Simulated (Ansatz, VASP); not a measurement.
## Cross-check of Zr2Mo (Zr2Mo in the C11b ordering) between VASP and Ansatz

Wanted: the spread between two codes on one cell, functional and k mesh. The cell is generated by rule, not measured, and may not be a known phase. The cell is taken from a series of runs on this material, whose earlier steps may have relaxed, scaled, displaced or heated it; both programs get it as it stands.

Main program and level: Ansatz 0.2.0; plane waves, with VASP 6.6.1 beside it; single point at PBE.

The structure was built from a prototype and need not be the compound's stable phase.

### Step 1. Set-up

Symmetry: I4/mmm, No. 139, tetragonal system. Conventional cell: a = 3.460 Å, b = 3.460 Å, c = 10.379 Å, α = 90.00°, β = 90.00°, γ = 90.00°. Nearest to Mo lie 8 Zr at 3.00 Å. Nearest to Zr lie 4 Mo at 3.00 Å and 4 Zr at 3.00 Å. Farther neighbours are not listed.

Structure file:

```
Mo Zr
1.0
     3.45972    0.00000    0.00000
     0.00000    3.45972    0.00000
     1.72986    1.72986    5.18957
Mo Zr
1 2
Cartesian
  0.0000 0.0000 0.0000
  3.4597 3.4597 3.4597
  1.7299 1.7299 1.7299
```

### Step 2. VASP: single point, PBE

With cell and atoms fixed, the geometry can't cause a difference; cores, projectors, grids and the points listed under the comparison can.

Lines of VASP's logs that name or quote its potential files are left out, and so is its time.

File INCAR:

```
SYSTEM = Zr2Mo
PREC = Accurate
ENCUT = 500
EDIFF = 1E-06
NELM = 120
ISMEAR = 0
SIGMA = 0.1
LREAL = .FALSE.
ALGO = Normal
GGA = PE
NBANDS = 25
LASPH = .TRUE.
LORBIT = 11
LWAVE = .FALSE.
LCHARG = .FALSE.
ISIF = 2
GGA_COMPAT = .FALSE.
```

File POSCAR:

```
Zr2Mo
1.0
    3.4597200000      0.0000000000      0.0000000000
    0.0000000000      3.4597200000      0.0000000000
    1.7298600000      1.7298600000      5.1895700000
Mo Zr
1 2
Direct
    0.0000000000      0.0000000000      0.0000000000
    0.6666666650      0.6666666650      0.6666666700
    0.3333333350      0.3333333350      0.3333333300
```

File KPOINTS:

```
Automatic mesh
0
Gamma
6 6 6
0 0 0
```

The projector-augmented-wave data sets are Mo_sv and Zr_sv (PBE family, release 64).

Run with:

```bash
mpirun -np 1 vasp_std
```

Numbers of over 12 decimals in the logs are rounded to 6 here.

Log:

```text
[banner, memory and clock lines left out]
running    1 mpi-ranks, on    1 nodes
 distrk:  each k-point on    1 cores,    1 groups
 distr:  one band on    1 cores,    1 groups

 POSCAR found type information on POSCAR MoZr
 POSCAR found :  2 types and       3 ions
 LDA part: xc-table for (Slater+PW92), standard interpolation
 POSCAR, INCAR and KPOINTS ok, starting setup
 FFT: planning ... GRIDC
 FFT: planning ... GRID_SOFT
 FFT: planning ... GRID
 WAVECAR not read
 entering main loop
       N       E                     dE             d eps       ncg     rms          rms(c)
DAV:   1     0.365537357177E+03    0.36554E+03   -0.20674E+04  1500   0.149E+03
DAV:   2    -0.682344778507E+01   -0.37236E+03   -0.36713E+03  1729   0.447E+02
DAV:   3    -0.280248033998E+02   -0.21201E+02   -0.20773E+02  2854   0.790E+01
DAV:   4    -0.286949776379E+02   -0.67017E+00   -0.66759E+00  1767   0.135E+01
DAV:   5    -0.287193577874E+02   -0.24380E-01   -0.24368E-01  2419   0.205E+00    0.194E+01
DAV:   6    -0.278969343382E+02    0.82242E+00   -0.41693E+00  1669   0.119E+01    0.744E+00
DAV:   7    -0.283521571892E+02   -0.45522E+00   -0.10416E+01  2149   0.104E+01    0.748E+00
DAV:   8    -0.275065798873E+02    0.84558E+00   -0.35411E+00  1835   0.687E+00    0.154E+00
DAV:   9    -0.275114841694E+02   -0.49043E-02   -0.12471E-01  1954   0.173E+00    0.746E-01
DAV:  10    -0.275113358010E+02    0.14837E-03   -0.13728E-02  1864   0.817E-01    0.953E-02
DAV:  11    -0.275113392420E+02   -0.34410E-05   -0.46955E-04  2246   0.111E-01    0.534E-02
DAV:  12    -0.275113518361E+02   -0.12594E-04   -0.37848E-05  1813   0.515E-02    0.120E-02
DAV:  13    -0.275113489339E+02    0.29023E-05   -0.45490E-06  1621   0.166E-02    0.414E-03
DAV:  14    -0.275113482645E+02    0.66938E-06   -0.67981E-07   933   0.705E-03
   1 F= -.27511348E+02 E0= -.27497135E+02  d E =-.284275E-01
```

OUTCAR, selected parts (step 2):

```text
ion  position               nearest neighbor table
   1  0.000  0.000  0.000-   2 3.00   2 3.00   2 3.00   2 3.00   3 3.00   3 3.00   3 3.00   3 3.00
                             3 3.46   2 3.46
   2  0.667  0.667  0.667-   1 3.00   1 3.00   1 3.00   1 3.00   3 3.00   3 3.00   3 3.00   3 3.00
                             3 3.46   1 3.46
   3  0.333  0.333  0.333-   1 3.00   1 3.00   1 3.00   1 3.00   2 3.00   2 3.00   2 3.00   2 3.00
                             2 3.46   1 3.46

  LATTYP: Found a body centered tetragonal cell.
 ALAT       =     3.4597200000
 C/A-ratio  =     2.9999942192

 Subroutine GETGRP returns: Found 16 space group operations
 (whereof 16 operations were pure point group operations)

The static configuration has the point symmetry D_4h.

 Found     30 irreducible k-points:

   k-points           NKPTS =     30   k-points in BZ     NKDIM =     30   number of bands    NBANDS=     25

   dimension x,y,z NGX =    28 NGY =   28 NGZ =   42
   dimension x,y,z NGXF=    56 NGYF=   56 NGZF=   84

   ENCUT  =  500.0 eV  36.75 Ry    6.06 a.u.   6.31  6.31 10.46*2*pi/ulx,y,z

   NELECT =      38.0000    total number of electrons

 k-points in reciprocal lattice and weights: Automatic mesh
   0.00000000  0.00000000  0.00000000       0.005
   0.16666667  0.00000000  0.00000000       0.037
   0.33333333  0.00000000 -0.00000000       0.037
   0.50000000  0.00000000  0.00000000       0.019
   0.16666667  0.16666667  0.00000000       0.037
   0.33333333  0.16666667 -0.00000000       0.074
   0.50000000  0.16666667  0.00000000       0.074
  -0.33333333  0.16666667  0.00000000       0.074
  -0.16666667  0.16666667  0.00000000       0.019
[...]
-0.16666667 -0.16666667  0.33333333       0.019
   0.00000000  0.00000000  0.50000000       0.005

 average (electrostatic) potential at core
       1 -71.6672       2 -73.6217       3 -73.6217

 E-fermi :   9.3631

 k-point     1 :       0.0000    0.0000    0.0000
  band No.  band energies     occupation
    ...
     13       3.8210      2.00000
     14       7.2537      2.00000
     15       7.3354      2.00000
     16       7.4598      2.00000
     17       7.6431      2.00000
     18       9.6572      0.00003
     19       9.6572      0.00003
     20       9.7763      0.00000
     21      11.5304      0.00000
     22      11.5304      0.00000
    ...

 k-point     2 :       0.1667    0.0000    0.0000
  band No.  band energies     occupation
    ...
     13       4.3745      2.00000
     14       7.1351      2.00000
     15       7.3492      2.00000
     16       7.6128      2.00000
     17       8.2545      2.00000
     18       9.5362      0.01438
     19       9.5913      0.00125
     20       9.6478      0.00006
     21      10.8147      0.00000
     22      11.1428      0.00000
    ...

 k-point     3 :       0.3333    0.0000   -0.0000
  band No.  band energies     occupation
    ...
     14       6.5972      2.00000
     15       7.1885      2.00000
     16       8.2394      2.00000
     17       8.6093      2.00000
     18       9.2030      1.97646
     19       9.5074      0.04136
     20       9.8370      0.00000
     21      10.2940      0.00000
     22      10.5829      0.00000
     23      11.5247      0.00000
    ...

  Total       -1.8818256     -1.8818256     -2.6512644      0.0000000      0.0000000      0.0000000
  in kB      -48.5374189    -48.5374189    -68.3833460      0.0000000      0.0000000      0.0000000
  external PRESSURE =     -55.1527280 kB  Pullay stress =       0.0000000 kB

  energy-cutoff  :      500.00
  volume of cell :       62.12
      direct lattice vectors                 reciprocal lattice vectors
     3.459720000  0.000000000  0.000000000     0.289040732  0.000000000 -0.096347096
     0.000000000  3.459720000  0.000000000     0.000000000  0.289040732 -0.096347096
     1.729860000  1.729860000  5.189570000     0.000000000  0.000000000  0.192694192

 POSITION                                       TOTAL-FORCE (eV/Angst)
 -----------------------------------------------------------------------------------
      0.00000      0.00000      0.00000         0.000000     -0.000000      0.000000
      3.45972      3.45972      3.45971         0.000000      0.000000      2.190611
      1.72986      1.72986      1.72986        -0.000000     -0.000000     -2.190611
 -----------------------------------------------------------------------------------
    total drift:                                0.000000      0.000000      0.000000

  FREE ENERGIE OF THE ION-ELECTRON SYSTEM (eV)
  ---------------------------------------------------
  free  energy   TOTEN  =       -27.5113482645 eV

  energy  without entropy=      -27.4829208100  energy(sigma->0) =      -27.49713454

 total charge
# of ion       s       p       d       tot
------------------------------------------
    1        2.325   6.088   3.894  12.307
    2        2.228   5.958   1.721   9.908
    3        2.228   5.958   1.721   9.908
--------------------------------------------------
tot          6.782  18.004   7.337  32.123

[... 3 further parts left out ...]
```

The run ends at a pressure of -5.52 GPa, with forces up to 2.2 eV/Å.

### Step 3. Ansatz: single point, PBE

Ansatz runs on its default PAW (the set named soft_2) files.

The same cell, functional, mesh and smearing now go to Ansatz, which takes its cutoff from its data sets.

File input.yaml:

```yaml
crystal:
  lattice:
    - [3.45972, 0.0, 0.0]
    - [0.0, 3.45972, 0.0]
    - [1.72986, 1.72986, 5.18957]
  atoms:
    - { symbol: Mo, position: [0.0, 0.0, 0.0] }
    - { symbol: Zr, position: [0.66666667, 0.66666667, 0.66666667] }
    - { symbol: Zr, position: [0.33333333, 0.33333333, 0.33333333] }
kpoints:
  mp_grid: { grid: [6, 6, 6] }
hamiltonian:
  xc: pbe
scf:
  occupations: { method: gaussian, width: 0.1 }
output:
  forces: true
  stress: true
  eigenvalues: true
```

Run with:

```bash
ansatz run input.yaml --threads 4 --pin off --max-ram 8192MiB --backend cpu --events-out ev --progress --plain --runs-dir out
```

Log:

```text
Engine: ansatz 0.2.0, aarch64-unknown-linux-gnu
Pseudopotentials: kind: paw
Pseudopotential: Mo, paw, valence charge 14, recommended cutoff 420 eV (normal), Mo.paw.azcp
Pseudopotential: Zr, paw, valence charge 12, recommended cutoff 420 eV (normal), Zr.paw.azcp
Functional definition: PBE
  parameter kappa = 0.804
  parameter beta = 0.066725
  exchange = pbe_x(kappa = kappa, mu = beta*pi^2/3)
  correlation = pbe_c(beta = beta)
Crystal: 3 atoms, lattice volume = 62.117 Å³
Basis set: ecut = 420 eV, 1209 PW (Γ), exchange–correlation on 48×48×80 points (8 copies of the dense FFT grid, shifted against one another)
Bands: 23, of which v1, the nominal top of the filled ones, is band 19 counted from 1 (18 counted from 0)
Symmetry: 16 space group operations
Space group: I4/mmm (ITA 139), of the structure as read, at distance tolerance 4.0e-5 Å
k-points: 30 of 216
Non-local potential: Mo, projectors of the file, l = 0: 3, l = 1: 2, l = 2: 2, l = 3: 1
Non-local potential: Zr, projectors of the file, l = 0: 3, l = 1: 2, l = 2: 2, l = 3: 2
PAW form: soft (Blöchl's): semilocal exchange-correlation on the pseudo side does not see the compensation charge
PAW one-centre angular grid: Mo, 590 points (default); XC on 64 Gauss nodes
PAW one-centre angular grid: Zr, 590 points (default); XC on 64 Gauss nodes
Initial density: superposition of atomic densities (neutral atoms: chi_scale 0, normalization atom), corrected by the library's trained network
Initial wavefunctions: pseudopotential atomic-orbital guess
Functional: x = pbe(κ = 0.804, μ = 0.219515), c = pbe(β = 0.066725)
SCF iter   1: F=—  HF=-13323.221661 eV  |F-HF|=—  |Δ(HF+E_count)|=         —  Δρ=4.19e-3  dr2=9.44e-3  ethr=1.77e-3  ⟨swp⟩=3.4  Hψ=2444  notcnv=0
preconditioner: auto → Kerker (q_TF=auto, 2.514 Å⁻¹)  [metal: Δε(μ)=0.007 eV  Ē_g=2.982 eV  σ=0.100 eV  W_gap=0.04  n_scr=12 (ndim 8)  ℏωp=17.6 eV  f_vac=0.000  D(μ)=5.58/eV (n_scr^D=62)]
SCF iter   2: F=—  HF=-13323.222428 eV  |F-HF|=—  |Δ(HF+E_count)|=   7.67e-4  Δρ=2.38e-3  dr2=2.90e-3  ethr=2.49e-5  ⟨swp⟩=2.0  Hψ=1072  notcnv=0
SCF iter   3: F=—  HF=-13323.222149 eV  |F-HF|=—  |Δ(HF+E_count)|=   2.79e-4  Δρ=3.12e-4  dr2=6.22e-5  ethr=7.64e-6  ⟨swp⟩=2.2  Hψ=968  notcnv=0
SCF iter   4: F=—  HF=-13323.222140 eV  |F-HF|=—  |Δ(HF+E_count)|=   9.79e-6  Δρ=5.78e-5  dr2=1.06e-6  ethr=1.64e-7  ⟨swp⟩=2.3  Hψ=967  notcnv=0
SCF iter   5: F=—  HF=-13323.222140 eV  |F-HF|=—  |Δ(HF+E_count)|=   2.01e-7  Δρ=1.51e-5  dr2=2.28e-7  ethr=2.80e-9  ⟨swp⟩=2.0  Hψ=1218  notcnv=0
SCF iter   6: F=-13323.222140 eV  HF=-13323.222140 eV  |F-HF|=5.46e-10  |Δ(HF+E_count)|=   1.08e-8  Δρ=2.94e-6  dr2=4.62e-9  ethr=2.63e-10  ⟨swp⟩=3.6  Hψ=1993  notcnv=0
SCF 1 converged in 6 iterations: F = -13323.222140 eV  dr2 = 4.62e-9
  greatest PAW one-centre occupation: 0.998 electrons in one spin orbital (limit 2), on the Mo atom at site 0 (counted from 0), in its partial waves of l = 0
SCF converged after 6 iterations
Free energy (F): -13323.222140 eV
Harris-Foulkes:  -13323.222140 eV  (|F-HF|=5.46e-10)
Internal energy: -13323.193757 eV  (E = F + TS)
E sigma→0 (E₀):  -13323.207948 eV
Entropy (-TS):   -0.028383 eV (-9.461 meV/atom)
Fermi energy:    15.265401 eV
--- Per-component energies (eV) ---
  E_band       = -274.450137
  E_kinetic    = 1105.761332
  E_local      = -2157.639229  (includes V_loc(G=0)·N_el)
  E_nonlocal   = 305.310522
  E_hartree    = 693.385466
  E_xc         = -505.553226
  E_vxc        = -609.207174  (∫ρ·V_xc dr)
  E_paw        = -9109.829243  (= ΣΔE_a)
  E_vpaw       = -305.446775  (= ΣTr[D̂ρ^β])
  E_aug_tail   = 0.000097  (compensation charges beyond the density's cutoff)
  E_ewald      = -3654.629475
  E_smearing   = -0.028383  (= −TS)
  E_closure    = -0.000000  (closes the sum)
  Σ components = -13323.222140   (vs F -13323.222140, Δ=0.00e0)
--- Forces (eV/Å), atoms counted from 1 ---
  atom   1  Mo     0.00000000     0.00000000     0.00000000
  atom   2  Zr    -0.00000000     0.00000000     2.18936093
  atom   3  Zr    -0.00000000     0.00000000    -2.18936093
  max |Σ_I F_I| component: 1.73e-18 eV/Å
--- Stress (GPa, compression-positive) ---
       -4.964362       0.000000       0.000000
        0.000000      -4.964362       0.000000
        0.000000       0.000000      -6.945040
  P = ⅓ Tr σ = -5.6246 GPa (-56.246 kbar)
--- Band table (eV; the first three rows and the last of 30) ---
  k-point 0: bands = [... 15 lower, 13.3612, 13.5450, 15.5596, 15.5596, 15.6785, 17.4321, 17.4321, 18.1093]
  k-point 1: bands = [... 15 lower, 13.2408, 14.1707, 15.5023, 15.5023, 15.7472, 16.9934, 16.9934, 18.2828]
  k-point 2: bands = [... 15 lower, 12.5365, 15.0839, 15.3905, 15.3905, 15.9146, 16.6137, 16.6137, 17.5081]
  k-point 29: bands = [... 15 lower, 13.9809, 14.3680, 14.4249, 14.7865, 16.1156, 16.8571, 17.5386, 17.6423]
```

In the SCF lines HF is the Harris–Foulkes energy and dr2 the Hartree energy of the density residual, in eV; the loop may stop once dr2 is under the threshold and the program's other checks hold. Hψ counts applications of the Hamiltonian.

The run ends at a pressure of -5.62 GPa, with forces up to 2.2 eV/Å.

### Step 4. Comparison

Known differences besides the potentials themselves: the cutoff is 420 eV in Ansatz and 500 eV in VASP. Total energies have different zeros and are not compared.

The two programs side by side:

| quantity | Ansatz | VASP | difference |
| --- | --- | --- | --- |
| pressure (GPa) | -5.62 | -5.52 | -0.11 |

Forces (eV/Å; atoms numbered as in POSCAR):

| atom | Ansatz x, y, z | VASP x, y, z |
| --- | --- | --- |
| Mo1 | 0.000, 0.000, 0.000 | 0.000, 0.000, 0.000 |
| Zr2 | 0.000, 0.000, 2.189 | 0.000, 0.000, 2.191 |
| Zr3 | 0.000, 0.000, -2.189 | 0.000, 0.000, -2.191 |

The forces differ by 0.6 meV/Å r.m.s., which is 0.1 % of the r.m.s. force of 1.033 eV/Å (both taken over all components).

### Step 5. Outcome

* r.m.s. force difference (single point, PBE): 0.057 % of the r.m.s. force

What this shows: The r.m.s. force difference is 0.057 % of the r.m.s. force (single point, PBE), within the 3 % picked in this series as the mark of a large difference. Such differences can come from data sets, numerical settings and the points named under the comparisons, not from the functional's error against experiment.

[Lines on the potential files, build, host, timing and source positions are cut from VASP's logs without a mark.]

[Logs are printed without paths, hosts, clocks, repeated set-up lines and the standing remarks that a program may print on its own settings, such as how far it seeks lower states.]

[Hosts, paths, dates, database ids (printed as entryN), source tags and the programs' standing remarks are cut or masked in the printed files.]
